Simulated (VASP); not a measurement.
Level of theory: PBE GGA, VASP's PBE PAW potentials (set 64) (plane waves; VASP).

Input for VASP

**KPOINTS**
```
Automatic mesh
0
Gamma
12 12 12
```

**POSCAR**
```
ZrC
1.0
  0.0000000000   2.3548645385   2.3548645385
  2.3548645385   0.0000000000   2.3548645385
  2.3548645385   2.3548645385   0.0000000000
Zr C
1 1
Cart
  0.0000000000   0.0000000000   0.0000000000
  2.3548645385   2.3548645385   2.3548645385
```

### INCAR
```
LREAL = .False.
SIGMA = 0.1   ! width (eV)
ISMEAR = 1   ! Methfessel-Paxton
EDIFF = 1E-6   ! SCF stop (eV)
LMAXMIX = 4   ! l cut-off of mixed one-centre charges
NSW = 60   ! most ionic steps
LCHARG = .False.
IBRION = 2   ! conjugate gradients
EDIFFG = -0.01   ! ionic stop
SYSTEM = ZrC
ENCUT = 520   ! plane-wave cut-off (eV)
LASPH = .True.
LWAVE = .False.
GGA = PE   ! PBE
ALGO = Normal   ! blocked Davidson
ISIF = 3
NELM = 100   ! most electronic steps
PREC = Accurate
```

POTCAR, in this order: Zr_sv C (PBE.64 set). Program: vasp_std.

The resulting files:

### OSZICAR
```
       N       E                     dE             d eps       ncg     rms          rms(c)
DAV:   1     0.106392465200E+03    0.10639E+03   -0.89734E+03  1736   0.135E+03
DAV:   2    -0.169974794809E+02   -0.12339E+03   -0.11631E+03  2008   0.331E+02
DAV:   3    -0.227004998585E+02   -0.57030E+01   -0.55290E+01  2520   0.621E+01
DAV:   4    -0.229324496156E+02   -0.23195E+00   -0.23180E+00  2248   0.122E+01
DAV:   5    -0.229402361353E+02   -0.77865E-02   -0.77860E-02  2488   0.172E+00    0.209E+01
DAV:   6    -0.196076754685E+02    0.33326E+01   -0.16716E+01  1940   0.284E+01    0.798E+00
DAV:   7    -0.194724032649E+02    0.13527E+00   -0.78898E-01  2012   0.711E+00    0.582E+00
DAV:   8    -0.194644699075E+02    0.79334E-02   -0.14081E-01  1844   0.356E+00    0.141E+00
DAV:   9    -0.194604467102E+02    0.40232E-02   -0.30223E-02  2156   0.118E+00    0.460E-01
DAV:  10    -0.194607825648E+02   -0.33585E-03   -0.20096E-03  1976   0.576E-01    0.340E-01
DAV:  11    -0.194606092852E+02    0.17328E-03   -0.65774E-04  1944   0.208E-01    0.173E-02
DAV:  12    -0.194606078794E+02    0.14058E-05   -0.11509E-05  2532   0.382E-02    0.115E-02
DAV:  13    -0.194606075233E+02    0.35607E-06   -0.31747E-07  1132   0.618E-03
   1 F= -.19460608E+02 E0= -.19460507E+02  d E =-.194606E+02
       N       E                     dE             d eps       ncg     rms          rms(c)
DAV:   1    -0.194610135928E+02   -0.40571E-03   -0.15029E-02  1764   0.143E+00    0.265E-01
DAV:   2    -0.194606469036E+02    0.36669E-03   -0.98773E-04  1768   0.391E-01    0.792E-02
DAV:   3    -0.194605735041E+02    0.73400E-04   -0.38271E-04  2476   0.166E-01    0.274E-02
DAV:   4    -0.194605805730E+02   -0.70689E-05   -0.12407E-05  2440   0.295E-02    0.206E-02
DAV:   5    -0.194605852003E+02   -0.46273E-05   -0.13658E-05  2676   0.211E-02    0.318E-03
DAV:   6    -0.194605850654E+02    0.13487E-06   -0.41509E-07   976   0.744E-03
   2 F= -.19460585E+02 E0= -.19460487E+02  d E =0.224579E-04
       N       E                     dE             d eps       ncg     rms          rms(c)
DAV:   1    -0.194607823557E+02   -0.19716E-03   -0.57987E-03  1760   0.882E-01    0.164E-01
DAV:   2    -0.194606356087E+02    0.14675E-03   -0.37801E-04  1760   0.241E-01    0.487E-02
DAV:   3    -0.194606071249E+02    0.28484E-04   -0.14920E-04  2472   0.103E-01    0.173E-02
DAV:   4    -0.194606119159E+02   -0.47910E-05   -0.47233E-06  2288   0.183E-02    0.129E-02
DAV:   5    -0.194606175913E+02   -0.56755E-05   -0.59081E-06  2496   0.137E-02    0.213E-03
DAV:   6    -0.194606177758E+02   -0.18447E-06   -0.12395E-07   884   0.420E-03
   3 F= -.19460618E+02 E0= -.19460518E+02  d E =-.102525E-04
```

File OUTCAR:
```
------------------------ aborting loop because EDIFF is reached ----------------------------------------
  FORCE on cell =-STRESS in cart. coord.  units (eV):
  Direction    XX          YY          ZZ          XY          YZ          ZX
  --------------------------------------------------------------------------------------
  Total       -0.0011438     -0.0011438     -0.0011438     -0.0000000      0.0000000      0.0000000
  in kB       -0.0701126     -0.0701126     -0.0701126     -0.0000000      0.0000000      0.0000000
  external PRESSURE =      -0.0701126 kB  Pullay stress =       0.0000000 kB
  volume of cell :       26.14
      direct lattice vectors                 reciprocal lattice vectors
     0.000000000  2.355497198  2.355497198    -0.212269410  0.212269410  0.212269410
     2.355497198 -0.000000000  2.355497198     0.212269410 -0.212269410  0.212269410
     2.355497198  2.355497198  0.000000000     0.212269410  0.212269410 -0.212269410
 POSITION                                       TOTAL-FORCE (eV/Angst)
 -----------------------------------------------------------------------------------
      0.00000      0.00000      0.00000        -0.000000     -0.000000     -0.000000
      2.35550      2.35550      2.35550         0.000000      0.000000      0.000000
 -----------------------------------------------------------------------------------
    total drift:                                0.000000      0.000000      0.000000
  FREE ENERGIE OF THE ION-ELECTRON SYSTEM (eV)
  ---------------------------------------------------
  free  energy   TOTEN  =       -19.4606177758 eV

  energy  without entropy=      -19.4603185221  energy(sigma->0) =      -19.46051802

 reached required accuracy - stopping structural energy minimisation
```
(Selected blocks of OUTCAR.)

**CONTCAR**
```
ZrC
   1.00000000000000
     0.0000000000000000    2.3554971984879995    2.3554971984879995
     2.3554971984879995   -0.0000000000000000    2.3554971984879995
     2.3554971984879995    2.3554971984879995    0.0000000000000000
  Zr              C
     1     1
Direct
     0.0000000000000000    0.0000000000000000    0.0000000000000000
     0.5000000000000000    0.5000000000000000    0.5000000000000000
```

The structure was generated: ZrC was put into the rock salt type (Fm-3m), which need not be its known phase. This run relaxes it. Symmetry was kept, so distortions that lower it aren't found. The start is the result of an earlier pass.
